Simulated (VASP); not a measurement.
Runs of VASP 6.6.1 on KGeF3. Symmetry: Pm-3m, No. 221, cubic system. Conventional cell: a = 4.378 Å, b = 4.378 Å, c = 4.378 Å, α = 90.00°, β = 90.00°, γ = 90.00°. K (site symmetry m-3m) is surrounded by 12 F at 3.10 Å. Ge (site symmetry m-3m) is surrounded by 6 F at 2.19 Å. Around F (site symmetry 4/mmm) lie 2 Ge at 2.19 Å. The cell comes from a database or a generator and needn't be the stable form of this composition.

```csv
cell,k mesh,smearing,gap on the mesh (eV),pressure (GPa)
"Pm-3m, 16.78 Å³/atom",6 × 6 × 6,gaussian 0.02 eV,1.74,2.7
"Pm-3m, 13.99 Å³/atom",4 × 4 × 4,gaussian 0.05 eV,(a),(b)
"Pm-3m, 16.32 Å³/atom",4 × 4 × 4,gaussian 0.05 eV,1.60,4.8
"Pm-3m, 17.77 Å³/atom",4 × 4 × 4,gaussian 0.05 eV,2.01,-0.4
```

Alike in all rows: task single point; level PBE; potentials or basis VASP PAW PBE potentials, release 64 (K_sv, Ge_d, F); no spin polarisation; cutoff (eV) 520.

Fill in the values left out.

(a) 0.66; (b) 20.1.

Caveats: so large a pressure means that the cell lies far from this level's equilibrium, or that cutoff or potentials fall short (some runs).

A k mesh can miss the band edges, and the runs leave out spin-orbit coupling on Ge.
